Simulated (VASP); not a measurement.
# Sn2Ge51P: relaxation of cell and atoms with PBEsol

Sn2Ge51P:

```
CELL_PARAMETERS angstrom
0.00000 8.52000 8.52000
8.52000 0.00000 8.52000
8.52000 8.52000 0.00000
ATOMIC_POSITIONS crystal
Ge 0.08333 0.08333 0.08333
Ge 0.00000 0.00000 0.33333
Ge 0.08333 0.08333 0.41667
Ge 0.00000 0.00000 0.66667
Ge 0.08333 0.08333 0.75000
Ge 0.00000 0.33333 0.00000
Ge 0.08333 0.41667 0.08333
Ge 0.08333 0.41667 0.41667
Ge 0.00000 0.33333 0.66667
Ge 0.08333 0.41667 0.75000
Ge 0.00000 0.66667 0.00000
Ge 0.08333 0.75000 0.08333
Ge 0.00000 0.66667 0.33333
Ge 0.08333 0.75000 0.41667
Ge 0.00000 0.66667 0.66667
Ge 0.08333 0.75000 0.75000
Ge 0.33333 0.00000 0.00000
Ge 0.41667 0.08333 0.08333
Ge 0.33333 0.00000 0.33333
Ge 0.41667 0.08333 0.41667
Ge 0.33333 0.00000 0.66667
Ge 0.41667 0.08333 0.75000
Ge 0.33333 0.33333 0.00000
Ge 0.41667 0.41667 0.08333
Ge 0.33333 0.33333 0.33333
Ge 0.41667 0.41667 0.41667
Ge 0.33333 0.33333 0.66667
Ge 0.41667 0.41667 0.75000
Ge 0.33333 0.66667 0.00000
Ge 0.41667 0.75000 0.08333
Ge 0.33333 0.66667 0.33333
Ge 0.41667 0.75000 0.41667
Ge 0.33333 0.66667 0.66667
Ge 0.41667 0.75000 0.75000
Ge 0.75000 0.08333 0.08333
Ge 0.66667 0.00000 0.33333
Ge 0.75000 0.08333 0.41667
Ge 0.66667 0.00000 0.66667
Ge 0.75000 0.08333 0.75000
Ge 0.66667 0.33333 0.00000
Ge 0.75000 0.41667 0.08333
Ge 0.66667 0.33333 0.33333
Ge 0.75000 0.41667 0.41667
Ge 0.66667 0.33333 0.66667
Ge 0.75000 0.41667 0.75000
Ge 0.66667 0.66667 0.00000
Ge 0.75000 0.75000 0.08333
Ge 0.66667 0.66667 0.33333
Ge 0.75000 0.75000 0.41667
Ge 0.66667 0.66667 0.66667
Ge 0.75000 0.75000 0.75000
P 0.00000 0.00000 0.00000
Sn 0.00000 0.33333 0.33333
Sn 0.66667 0.00000 0.00000
```

The cell was built by a generator and needn't be a form met in nature.

- Program: VASP 6.6.1
- Task: relaxation of cell and atoms
- Functional: PBEsol
- Potentials or basis: VASP PAW PBE potentials, release 64 (Ge, P, Sn)
- Cutoff: 350 eV
- k mesh: 2 × 2 × 2
- Occupations: gaussian, width 0.05 eV
- Spin: no spin polarisation
- Further INCAR settings: ALGO = Normal; EDIFF = 1e-06; IBRION = 2; EDIFFG = -0.01; NSW = 40; ISIF = 3

```
Relaxed volume                         : 23.64 Å³/atom
Relaxed cell                           : a = 12.167 Å, b = 12.176 Å, c = 12.176 Å, α = 60.05°, β = 60.04°, γ = 60.04°
Space group after relaxing (to 0.05 Å) : Cm (No. 8)
Energy gained by relaxing              : 18.8 meV/atom
Ionic steps                            : 12
Pressure after relaxing                : 0.0 GPa
Largest force after relaxing           : 0.008 eV/Å
Band gap on the k mesh                 : none (metal or under the smearing width)
```

Forces on the atoms (eV/Å):
```
Ge   0.004  0.000  0.000
Ge  -0.001  0.003 -0.003
Ge   0.003  0.000 -0.003
Ge   0.001  0.001  0.001
Ge  -0.001 -0.003  0.002
Ge  -0.001 -0.003  0.003
Ge   0.003 -0.003  0.000
Ge   0.002  0.000  0.000
Ge  -0.001  0.000  0.002
Ge   0.000 -0.001  0.001
Ge   0.001  0.001  0.001
Ge  -0.001  0.002 -0.003
Ge  -0.001  0.002  0.000
Ge   0.000  0.001 -0.001
Ge   0.000  0.000  0.000
Ge   0.005  0.000  0.000
Ge  -0.002 -0.002 -0.002
Ge   0.001 -0.004 -0.004
Ge   0.002 -0.005  0.001
Ge  -0.003 -0.002  0.002
Ge  -0.004  0.002  0.001
Ge  -0.001  0.003  0.000
Ge   0.002  0.001 -0.005
Ge  -0.003  0.002 -0.002
Ge  -0.002 -0.002 -0.002
Ge  -0.002 -0.003 -0.003
Ge  -0.002  0.001  0.000
Ge   0.002  0.008 -0.003
Ge  -0.004  0.001  0.002
Ge  -0.001  0.000  0.003
Ge  -0.002  0.000  0.001
Ge   0.002 -0.003  0.008
Ge   0.000  0.001  0.001
Ge   0.000  0.000  0.000
Ge  -0.005  0.001  0.001
Ge  -0.004 -0.001  0.004
Ge   0.002  0.000  0.001
Ge   0.001 -0.001  0.001
Ge   0.002  0.001  0.001
Ge  -0.004  0.004 -0.001
Ge   0.002  0.001  0.000
Ge   0.003 -0.002 -0.002
Ge   0.001  0.002  0.002
Ge   0.000 -0.002 -0.001
Ge  -0.003 -0.001 -0.002
Ge   0.001  0.001 -0.001
Ge   0.002  0.001  0.001
Ge   0.000 -0.001 -0.002
Ge  -0.003 -0.002 -0.001
Ge   0.000 -0.001 -0.001
Ge   0.005 -0.001 -0.001
P    0.002  0.000  0.000
Sn  -0.001  0.002  0.002
Sn   0.002 -0.002 -0.002
```

Step by step:
```
step  energy change (eV)  largest force (eV/Å)  pressure (GPa)  volume (Å³)
   1              0.0000                1.7168            2.29      1236.94
   2             -0.8441                0.4262           -0.90      1296.48
   3             -0.8460                0.4741           -0.76      1293.45
   4             -0.9816                0.1787           -0.12      1279.31
   5             -0.9978                0.1244            0.21      1272.49
   6             -1.0101                0.0679            0.01      1276.44
   7             -1.0110                0.0604           -0.07      1277.88
   8             -1.0134                0.0275            0.00      1276.53
   9             -1.0137                0.0172            0.03      1275.89
  10             -1.0140                0.0112           -0.01      1276.73
  11             -1.0140                0.0111           -0.01      1276.73
  12             -1.0141                0.0083            0.00      1276.64
```

Final structure:
```yaml
crystal:
  lattice:
    - [-0.00170, 8.60372, 8.60372]
    - [8.61040, -0.00680, 8.60881]
    - [8.61040, 8.60881, -0.00680]
  atoms:
    - { symbol: Ge, position: [0.08249, 0.08250, 0.08250] }
    - { symbol: Ge, position: [0.99900, 0.99712, 0.33398] }
    - { symbol: Ge, position: [0.08749, 0.07195, 0.42036] }
    - { symbol: Ge, position: [0.00092, 0.99723, 0.66801] }
    - { symbol: Ge, position: [0.08286, 0.08298, 0.75219] }
    - { symbol: Ge, position: [0.99900, 0.33398, 0.99712] }
    - { symbol: Ge, position: [0.08749, 0.42036, 0.07195] }
    - { symbol: Ge, position: [0.08757, 0.42031, 0.42031] }
    - { symbol: Ge, position: [0.99925, 0.33408, 0.66945] }
    - { symbol: Ge, position: [0.08362, 0.41727, 0.74955] }
    - { symbol: Ge, position: [0.00092, 0.66801, 0.99723] }
    - { symbol: Ge, position: [0.08286, 0.75219, 0.08298] }
    - { symbol: Ge, position: [0.99925, 0.66945, 0.33408] }
    - { symbol: Ge, position: [0.08362, 0.74955, 0.41727] }
    - { symbol: Ge, position: [0.99986, 0.66656, 0.66656] }
    - { symbol: Ge, position: [0.08352, 0.74945, 0.74945] }
    - { symbol: Ge, position: [0.33216, 0.99876, 0.99876] }
    - { symbol: Ge, position: [0.40381, 0.08766, 0.08766] }
    - { symbol: Ge, position: [0.33354, 0.99791, 0.33524] }
    - { symbol: Ge, position: [0.41608, 0.08403, 0.41656] }
    - { symbol: Ge, position: [0.33418, 0.99883, 0.66795] }
    - { symbol: Ge, position: [0.41706, 0.08412, 0.74936] }
    - { symbol: Ge, position: [0.33354, 0.33524, 0.99791] }
    - { symbol: Ge, position: [0.41608, 0.41656, 0.08403] }
    - { symbol: Ge, position: [0.33507, 0.33351, 0.33351] }
    - { symbol: Ge, position: [0.41671, 0.41672, 0.41672] }
    - { symbol: Ge, position: [0.33331, 0.33357, 0.66636] }
    - { symbol: Ge, position: [0.41656, 0.41660, 0.74981] }
    - { symbol: Ge, position: [0.33418, 0.66795, 0.99883] }
    - { symbol: Ge, position: [0.41706, 0.74936, 0.08412] }
    - { symbol: Ge, position: [0.33331, 0.66636, 0.33357] }
    - { symbol: Ge, position: [0.41656, 0.74981, 0.41660] }
    - { symbol: Ge, position: [0.33350, 0.66652, 0.66652] }
    - { symbol: Ge, position: [0.41720, 0.74956, 0.74956] }
    - { symbol: Ge, position: [0.75724, 0.08621, 0.08621] }
    - { symbol: Ge, position: [0.66804, 0.99897, 0.33563] }
    - { symbol: Ge, position: [0.74943, 0.08357, 0.41758] }
    - { symbol: Ge, position: [0.66658, 0.99943, 0.66513] }
    - { symbol: Ge, position: [0.75344, 0.08767, 0.73749] }
    - { symbol: Ge, position: [0.66804, 0.33563, 0.99897] }
    - { symbol: Ge, position: [0.74943, 0.41758, 0.08357] }
    - { symbol: Ge, position: [0.66467, 0.33340, 0.33340] }
    - { symbol: Ge, position: [0.73793, 0.42070, 0.42070] }
    - { symbol: Ge, position: [0.66469, 0.33526, 0.66671] }
    - { symbol: Ge, position: [0.74988, 0.41751, 0.74936] }
    - { symbol: Ge, position: [0.66658, 0.66513, 0.99943] }
    - { symbol: Ge, position: [0.75344, 0.73749, 0.08767] }
    - { symbol: Ge, position: [0.66469, 0.66671, 0.33526] }
    - { symbol: Ge, position: [0.74988, 0.74936, 0.41751] }
    - { symbol: Ge, position: [0.66661, 0.66689, 0.66689] }
    - { symbol: Ge, position: [0.75040, 0.74987, 0.74987] }
    - { symbol: P, position: [0.00196, 0.00006, 0.00006] }
    - { symbol: Sn, position: [0.99973, 0.33344, 0.33344] }
    - { symbol: Sn, position: [0.66772, 0.99911, 0.99911] }
```

Levels at points of the mesh, in eV from the Fermi level:
```
           k point  band 106  band 107  band 108  band 109  band 110  band 111
(0.00, 0.00, 0.00)     -0.49     -0.05      0.00      0.00      0.00      0.12
(0.50, 0.00, 0.00)     -0.51     -0.46     -0.46     -0.06      0.52      0.75
(0.00, 0.50, 0.00)     -0.53     -0.45     -0.44     -0.04      0.55      0.76
(0.50, 0.50, 0.50)     -0.60     -0.40     -0.40     -0.10      0.53      0.81
(0.50, 0.50, 0.00)     -0.69     -0.62     -0.57      0.57      0.65      1.08
(0.00, 0.50, 0.50)     -0.70     -0.65     -0.58      0.59      0.68      1.11
```

Run time: 2.3 h on 1 thread of Intel(R) Xeon(R) Platinum 8488C (Sapphire Rapids), on a shared host, peak memory 1.3 GiB.

Caveat: the PAW data sets were made with another functional, which shifts forces and pressure a little.
